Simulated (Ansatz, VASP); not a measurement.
# ZrW in two plane-wave programs, part 2 of 2

Aim: how closely do two programs agree when they are given the same cell, functional and k mesh? The cell is invented: As first built, before any earlier steps moved the atoms (in the runner's words): it takes the MoRu structure with all of its atoms replaced by other elements, volume scaled by an estimate. It may not be a known or stable phase. The cell is taken from a series of VASP runs on this material, whose earlier steps may have relaxed, scaled or displaced it; both programs get it as it stands.

VASP 6.6.1 and Ansatz 0.2.0.

So far: The structure; Ansatz: zone-centre phonons, LDA.

### 3. VASP: zone-centre phonons, LDA

Level of this step: LDA; plane waves and PAW (W, Zr_sv); invented cell (VASP).

The same cell, functional (in two slightly different forms), mesh and smearing now go to VASP, with its own data sets and cutoff.

Lines of VASP's logs that name or quote its potential files are left out, and so is its time.

File INCAR:

```
SYSTEM = ZrW
PREC = Accurate
ENCUT = 400
EDIFF = 1E-08
NELM = 100
ISMEAR = -1
SIGMA = 0.05
LREAL = .FALSE.
ALGO = Normal
GGA = CA
NBANDS = 15
LORBIT = 11
LWAVE = .FALSE.
LCHARG = .FALSE.
IBRION = 8
ISIF = 2
```

File POSCAR:

```
ZrW
1.0
    2.8043403618      0.0000000497      0.0000000000
   -1.4021705923      2.4286304127      0.0000000000
    0.0000000000      0.0000000000      5.2379057669
W Zr
1 1
Direct
    0.3333333300      0.6666666700      0.0000000000
    0.0000000000      0.0000000000      0.5000000000
```

File KPOINTS:

```
Automatic mesh
0
Gamma
11 11 5
0 0 0
```

Potentials, in the order of the species: W and Zr_sv (LDA family, release 64).

Started as:

```bash
$ mpirun -np 1 vasp_std
```

Numbers of over 12 decimals in the logs are rounded to 6 here.

Log:

```text
[banner, memory and clock lines left out]
running    1 mpi-ranks, on    1 nodes
 distrk:  each k-point on    1 cores,    1 groups
 distr:  one band on    1 cores,    1 groups

 POSCAR found type information on POSCAR W Zr
 POSCAR found :  2 types and       2 ions
 LDA part: xc-table for (Slater(with rela. corr.)+CA(PZ))
 , standard interpolation
 POSCAR, INCAR and KPOINTS ok, starting setup
 FFT: planning ... GRIDC
 FFT: planning ... GRID_SOFT
 FFT: planning ... GRID
 WAVECAR not read
 entering main loop
       N       E                     dE             d eps       ncg     rms          rms(c)
DAV:   1     0.934814919624E+02    0.93481E+02   -0.81965E+03  1440   0.946E+02
DAV:   2    -0.169680771300E+02   -0.11045E+03   -0.10651E+03  1881   0.279E+02
DAV:   3    -0.235702731203E+02   -0.66022E+01   -0.64996E+01  2587   0.519E+01
DAV:   4    -0.236586960895E+02   -0.88423E-01   -0.88310E-01  1693   0.571E+00
DAV:   5    -0.236602284601E+02   -0.15324E-02   -0.15322E-02  2061   0.601E-01    0.245E+01
DAV:   6    -0.230951919839E+02    0.56504E+00   -0.30893E+00  2050   0.949E+00    0.101E+01
DAV:   7    -0.230832691878E+02    0.11923E-01   -0.46148E+00  1957   0.107E+01    0.718E+00
DAV:   8    -0.225795172622E+02    0.50375E+00   -0.14765E+00  1946   0.614E+00    0.817E-01
DAV:   9    -0.225833951484E+02   -0.38779E-02   -0.54517E-02  1461   0.161E+00    0.258E-01
DAV:  10    -0.225830184011E+02    0.37675E-03   -0.17137E-03  1938   0.303E-01    0.891E-02
DAV:  11    -0.225829703244E+02    0.48077E-04   -0.20627E-04  1861   0.107E-01    0.424E-02
DAV:  12    -0.225829684277E+02    0.18967E-05   -0.64631E-06  1695   0.248E-02    0.215E-02
DAV:  13    -0.225829673899E+02    0.10378E-05   -0.12792E-06  1884   0.923E-03    0.531E-03
DAV:  14    -0.225829673470E+02    0.42886E-07   -0.13743E-07  1799   0.310E-03    0.208E-03
DAV:  15    -0.225829673451E+02    0.18752E-08   -0.52991E-09   867   0.634E-04
   1 F= -.22582967E+02 E0= -.22571432E+02  d E =-.230705E-01
 Linear response reoptimize wavefunctions to high precision
DAV:   1    -0.225829673417E+02    0.34186E-08   -0.39674E-09  1770   0.376E-04
DAV:   2    -0.225829673417E+02   -0.77307E-11   -0.10998E-10   755   0.734E-05
 Linear response DOF=           4
 Linear response progress:
  Degree of freedom:   1/  4
       N       E                     dE             d eps       ncg     rms          rms(c)
RMM:   1    -0.107201863286E+00   -0.10720E+00   -0.78034E-02  8651   0.136E+00
RMM:   2    -0.107519842005E+00   -0.31798E-03   -0.26781E-03  9051   0.237E-01    0.129E-01
RMM:   3    -0.106515254719E+00    0.10046E-02   -0.38631E-04  9571   0.916E-02    0.740E-02
RMM:   4    -0.105877525421E+00    0.63773E-03   -0.61610E-04  9871   0.111E-01    0.134E-02
RMM:   5    -0.105901795413E+00   -0.24270E-04   -0.29087E-05 11574   0.197E-02    0.703E-03
RMM:   6    -0.105908234014E+00   -0.64386E-05   -0.77146E-06 12081   0.772E-03    0.224E-03
RMM:   7    -0.105904697030E+00    0.35370E-05   -0.31377E-06 11897   0.377E-03    0.550E-04
RMM:   8    -0.105904454185E+00    0.24285E-06   -0.10116E-06 13104   0.166E-03    0.140E-04
RMM:   9    -0.105904089317E+00    0.36487E-06   -0.55407E-07 13853   0.747E-04    0.545E-05
RMM:  10    -0.105904102440E+00   -0.13123E-07   -0.33626E-07 13722   0.358E-04    0.460E-05
RMM:  11    -0.105904045630E+00    0.56810E-07   -0.14291E-07 13539   0.191E-04    0.709E-06
RMM:  12    -0.105904075116E+00   -0.29486E-07   -0.91905E-08 14022   0.973E-05    0.950E-06
RMM:  13    -0.105904044534E+00    0.30582E-07   -0.41823E-08 13489   0.522E-05    0.191E-06
RMM:  14    -0.105904079258E+00   -0.34724E-07   -0.26372E-08 13959   0.286E-05    0.134E-06
RMM:  15    -0.105904063591E+00    0.15667E-07   -0.13156E-08 12842   0.159E-05    0.959E-07
RMM:  16    -0.105904074788E+00   -0.11197E-07   -0.83664E-09 11732   0.981E-06    0.472E-07
RMM:  17    -0.105904069773E+00    0.50154E-08   -0.43190E-09 11153   0.666E-06    0.153E-07
 first order change of Fermi-energy  -0.13998E-04
 force on displaced ion       1 direction 1 :   0.601  -0.001   0.000
 Linear response progress:
  Degree of freedom:   2/  4
       N       E                     dE             d eps       ncg     rms          rms(c)
RMM:   1    -0.141651561395E+00   -0.14165E+00   -0.75697E-02  3902   0.150E+00
RMM:   2    -0.140173145428E+00    0.14784E-02   -0.57531E-03  3541   0.347E-01    0.149E-01
RMM:   3    -0.139984553773E+00    0.18859E-03   -0.17317E-03  3619   0.176E-01    0.763E-02
RMM:   4    -0.139970348984E+00    0.14205E-04   -0.28400E-04  3807   0.761E-02    0.370E-02
RMM:   5    -0.140063334866E+00   -0.92986E-04   -0.11148E-04  3684   0.490E-02    0.644E-03
RMM:   6    -0.140069394037E+00   -0.60592E-05   -0.43422E-05  4500   0.174E-02    0.397E-03
RMM:   7    -0.140071264418E+00   -0.18704E-05   -0.81409E-06  4253   0.711E-03    0.104E-03
RMM:   8    -0.140070455214E+00    0.80920E-06   -0.26244E-06  4615   0.339E-03    0.439E-04
RMM:   9    -0.140069331473E+00    0.11237E-05   -0.23760E-06  4684   0.156E-03    0.199E-04
RMM:  10    -0.140068680044E+00    0.65143E-06   -0.62840E-07  4836   0.732E-04    0.389E-05
RMM:  11    -0.140068627435E+00    0.52609E-07   -0.49829E-07  4883   0.358E-04    0.379E-05
RMM:  12    -0.140068598969E+00    0.28466E-07   -0.14591E-07  4858   0.175E-04    0.136E-05
RMM:  13    -0.140068573888E+00    0.25081E-07   -0.96296E-08  4877   0.939E-05    0.720E-06
RMM:  14    -0.140068566405E+00    0.74829E-08   -0.31897E-08  4870   0.473E-05    0.181E-06
 first order change of Fermi-energy   0.15608E-03
 force on displaced ion       1 direction 3 :  -0.000   0.000 -10.427
 Linear response progress:
  Degree of freedom:   3/  4
       N       E                     dE             d eps       ncg     rms          rms(c)
RMM:   1    -0.610323542257E+00   -0.61032E+00    0.29034E+00  6033   0.146E+01
RMM:   2    -0.547102577584E+00    0.63221E-01   -0.22924E-01  8604   0.293E+00    0.237E-01
RMM:   3    -0.548922876320E+00   -0.18203E-02   -0.33767E-02 10494   0.882E-01    0.791E-02
RMM:   4    -0.550863209914E+00   -0.19403E-02   -0.37932E-03 12801   0.289E-01    0.222E-02
RMM:   5    -0.551181632501E+00   -0.31842E-03   -0.67058E-04 13334   0.106E-01    0.154E-02
RMM:   6    -0.551148401599E+00    0.33231E-04   -0.14998E-04 13605   0.429E-02    0.704E-03
RMM:   7    -0.551108862936E+00    0.39539E-04    0.22445E-05 13785   0.186E-02    0.185E-03
RMM:   8    -0.551079891220E+00    0.28972E-04    0.13740E-06 13818   0.947E-03    0.844E-04
RMM:   9    -0.551073083990E+00    0.68072E-05    0.41837E-07 14532   0.491E-03    0.474E-04
RMM:  10    -0.551072127210E+00    0.95678E-06   -0.19768E-06 14124   0.275E-03    0.147E-04
RMM:  11    -0.551072691816E+00   -0.56461E-06   -0.27808E-06 14430   0.170E-03    0.470E-05
RMM:  12    -0.551072427740E+00    0.26408E-06   -0.22905E-06 14572   0.113E-03    0.184E-05
RMM:  13    -0.551071865693E+00    0.56205E-06   -0.17685E-06 14382   0.807E-04    0.284E-05
RMM:  14    -0.551072123511E+00   -0.25782E-06   -0.15924E-06 13964   0.601E-04    0.176E-05
RMM:  15    -0.551072263313E+00   -0.13980E-06   -0.13560E-06 14671   0.457E-04    0.340E-05
RMM:  16    -0.551072116256E+00    0.14706E-06   -0.11498E-06 13639   0.361E-04    0.266E-05
RMM:  17    -0.551072011797E+00    0.10446E-06   -0.97063E-07 14391   0.289E-04    0.244E-05
RMM:  18    -0.551071917077E+00    0.94720E-07   -0.82979E-07 14085   0.236E-04    0.226E-05
RMM:  19    -0.551071995698E+00   -0.78620E-07   -0.70666E-07 13737   0.194E-04    0.266E-05
 first order change of Fermi-energy   0.63624E-04
 force on displaced ion       2 direction 1 :   0.606  -0.000   0.000
 Linear response progress:
  Degree of freedom:   4/  4
       N       E                     dE             d eps       ncg     rms          rms(c)
RMM:   1    -0.847246494146E+00   -0.84725E+00    0.36645E+00  2364   0.159E+01
RMM:   2    -0.792380082404E+00    0.54866E-01   -0.27177E-01  3207   0.300E+00    0.241E-01
RMM:   3    -0.797006741205E+00   -0.46267E-02   -0.42111E-02  3608   0.882E-01    0.748E-02
RMM:   4    -0.799551808725E+00   -0.25451E-02   -0.44123E-03  4082   0.305E-01    0.230E-02
RMM:   5    -0.799768872943E+00   -0.21706E-03   -0.73505E-04  4743   0.101E-01    0.211E-02
RMM:   6    -0.799519855431E+00    0.24902E-03   -0.10539E-04  4755   0.436E-02    0.503E-03
RMM:   7    -0.799502171708E+00    0.17684E-04   -0.39674E-05  4797   0.192E-02    0.227E-03
RMM:   8    -0.799521470762E+00   -0.19299E-04   -0.63907E-05  4646   0.124E-02    0.905E-04
RMM:   9    -0.799500610896E+00    0.20860E-04   -0.63631E-05  4727   0.721E-03    0.256E-04
RMM:  10    -0.799504593923E+00   -0.39830E-05   -0.52463E-05  5075   0.453E-03    0.209E-04
RMM:  11    -0.799504417511E+00    0.17641E-06   -0.46476E-05  5182   0.312E-03    0.132E-04
RMM:  12    -0.799503706564E+00    0.71095E-06   -0.41561E-05  5087   0.234E-03    0.458E-05
RMM:  13    -0.799504075744E+00   -0.36918E-06   -0.37134E-05  5281   0.178E-03    0.160E-05
RMM:  14    -0.799503900031E+00    0.17571E-06   -0.33377E-05  4962   0.143E-03    0.383E-05
RMM:  15    -0.799504364821E+00   -0.46479E-06   -0.30666E-05  5068   0.118E-03    0.694E-05
RMM:  16    -0.799503732028E+00    0.63279E-06   -0.26803E-05  4507   0.996E-04    0.469E-05
RMM:  17    -0.799503791616E+00   -0.59589E-07   -0.24707E-05  5260   0.827E-04    0.549E-05
RMM:  18    -0.799503815374E+00   -0.23758E-07   -0.21877E-05  5045   0.705E-04    0.635E-05
RMM:  19    -0.799503713309E+00    0.10207E-06   -0.19778E-05  4510   0.610E-04    0.640E-05
RMM:  20    -0.799503519089E+00    0.19422E-06   -0.17896E-05  4208   0.533E-04    0.587E-05
 first order change of Fermi-energy   0.57866E-04
 force on displaced ion       2 direction 3 :  -0.000  -0.000 -10.427
 Linear response finished
```

Parts of OUTCAR (step 3):

```text
ion  position               nearest neighbor table
   1  0.333  0.667  0.000-   2 3.08   2 3.08   2 3.08   2 3.08   2 3.08   2 3.08
   2  0.000  0.000  0.500-   1 3.08   1 3.08   1 3.08   1 3.08   1 3.08   1 3.08

  LATTYP: Found a hexagonal cell.
 ALAT       =     2.8043403618
 C/A-ratio  =     1.8677853224

 Subroutine GETGRP returns: Found 12 space group operations
 (whereof 12 operations were pure point group operations)

The static configuration has the point symmetry D_3h.

 Found     48 irreducible k-points:

   k-points           NKPTS =     48   k-points in BZ     NKDIM =     48   number of bands    NBANDS=     15

   dimension x,y,z NGX =    18 NGY =   18 NGZ =   36
   dimension x,y,z NGXF=    36 NGYF=   36 NGZF=   72

   ENCUT  =  400.0 eV  29.40 Ry    5.42 a.u.   4.57  4.57  8.54*2*pi/ulx,y,z

   NELECT =      18.0000    total number of electrons

 k-points in reciprocal lattice and weights: Automatic mesh
   0.00000000  0.00000000  0.00000000       0.002
   0.09090909  0.00000000  0.00000000       0.010
   0.18181818  0.00000000  0.00000000       0.010
   0.27272727 -0.00000000  0.00000000       0.010
   0.36363636  0.00000000  0.00000000       0.010
   0.45454545 -0.00000000  0.00000000       0.010
   0.09090909  0.09090909  0.00000000       0.010
   0.18181818  0.09090909  0.00000000       0.020
   0.27272727  0.09090909  0.00000000       0.020
[...]
0.27272727  0.27272727  0.40000000       0.020
   0.36363636  0.27272727  0.40000000       0.020

 average (electrostatic) potential at core
       1 -36.5706       2 -73.3562

  Total       -0.0066775     -0.0066776      0.0023391      0.0000000     -0.0000000      0.0000000
  in kB       -0.2999009     -0.2999010      0.1050514      0.0000000     -0.0000000      0.0000000
  external PRESSURE =      -0.1649168 kB  Pullay stress =       0.0000000 kB

  energy-cutoff  :      400.00
  volume of cell :       35.67
      direct lattice vectors                 reciprocal lattice vectors
     2.804340362  0.000000050  0.000000000     0.356590093  0.205877411  0.000000000
    -1.402170592  2.428630413  0.000000000    -0.000000007  0.411754701  0.000000000
     0.000000000  0.000000000  5.237905767     0.000000000  0.000000000  0.190915997

 POSITION                                       TOTAL-FORCE (eV/Angst)
 -----------------------------------------------------------------------------------
     -0.00000      1.61909      0.00000         0.000000      0.000000      0.000000
      0.00000      0.00000      2.61895        -0.000000     -0.000000      0.000000
 -----------------------------------------------------------------------------------
    total drift:                                0.000000     -0.000000      0.000000

 Eigenvectors and eigenvalues of the dynamical matrix
 ----------------------------------------------------

   1 f  =    6.465054 THz    40.621134 2PiTHz  215.650999 cm-1    26.737304 meV
             X         Y         Z           dx          dy          dz
     -0.000000  1.619087  0.000000    -0.000000    0.000000   -0.575865
      0.000000  0.000000  2.618953     0.000000    0.000000    0.817545

   2 f  =    0.003081 THz     0.019360 2PiTHz    0.102779 cm-1     0.012743 meV
             X         Y         Z           dx          dy          dz
     -0.000000  1.619087  0.000000    -0.278031    0.770018   -0.000000
      0.000000  0.000000  2.618953    -0.195024    0.540127   -0.000000

   3 f  =    0.003081 THz     0.019360 2PiTHz    0.102779 cm-1     0.012743 meV
             X         Y         Z           dx          dy          dz
     -0.000000  1.619087  0.000000    -0.770018   -0.278031    0.000000
      0.000000  0.000000  2.618953    -0.540127   -0.195024    0.000000

   4 f/i=    0.000099 THz     0.000622 2PiTHz    0.003304 cm-1     0.000410 meV
             X         Y         Z           dx          dy          dz
     -0.000000  1.619087  0.000000    -0.000000   -0.000000   -0.817545
      0.000000  0.000000  2.618953    -0.000000   -0.000000   -0.575865

   5 f/i=    1.556151 THz     9.777582 2PiTHz   51.907594 cm-1     6.435719 meV
             X         Y         Z           dx          dy          dz
     -0.000000  1.619087  0.000000     0.540103    0.195089   -0.000000
      0.000000  0.000000  2.618953    -0.769984   -0.278124   -0.000000

   6 f/i=    1.556151 THz     9.777584 2PiTHz   51.907606 cm-1     6.435720 meV
             X         Y         Z           dx          dy          dz
     -0.000000  1.619087  0.000000     0.195089   -0.540103    0.000000
      0.000000  0.000000  2.618953    -0.278124    0.769984    0.000000

 ELASTIC MODULI CONTR FROM IONIC RELAXATION (kBar)
 Direction    XX          YY          ZZ          XY          YZ          ZX
 --------------------------------------------------------------------------------
 XX          -0.0000      0.0000      0.0000     -0.0000      0.0000     -0.0000
 YY           0.0000     -0.0000     -0.0000      0.0000     -0.0000      0.0000
 ZZ           0.0000     -0.0000     -0.0000      0.0000     -0.0000      0.0000
 XY          -0.0000      0.0000      0.0000     -0.0000      0.0000     -0.0000
 YZ           0.0000     -0.0000     -0.0000      0.0000     -0.0000      0.0000
 ZX          -0.0000      0.0000      0.0000     -0.0000      0.0000     -0.0000
 --------------------------------------------------------------------------------
```

### 4. Side by side

Known differences besides the potentials themselves: the two LDA forms differ slightly; the data sets hold 26 valence electrons in Ansatz (default PAW (the set named soft_2) files) and 18 in VASP; the cutoff is 420 eV in Ansatz and 400 eV in VASP; VASP's log shows a relativistic correction to its local exchange, Ansatz's none. Total energies have different zeros and are not compared.

Both answers:

```
                                                   quantity  Ansatz   VASP  difference
optical mode 1 to 2 (imaginary, printed as negative) (cm⁻¹)   -51.5  -51.9        +0.4
                                      optical mode 3 (cm⁻¹)   216.3  215.7     +0.32 %
```

Modes are paired by rising frequency and degeneracy, not by their patterns, so a pair may still set unlike modes beside each other.

### 5. What came out

```json
{
  "r.m.s. difference of the optical zone-centre modes, each program's sorted by frequency (zone-centre phonons, LDA)": "0.49 cm⁻¹"
}
```

**Reading.** The r.m.s. difference of the optical zone-centre modes, each program's sorted by frequency is 0.49 cm⁻¹ (zone-centre phonons, LDA). Such differences can come from data sets, numerical settings and the points named under the comparisons, not from the functional's error against experiment.

[Lines on the potential files, build, host, timing and source positions are cut from VASP's logs without a mark.]

[Logs are printed without paths, hosts, clocks, repeated set-up lines and the standing remarks that a program may print on its own settings, such as how far it seeks lower states.]

[Hosts, paths, dates, database ids (printed as entryN), source tags and the programs' standing remarks are cut or masked in the printed files.]
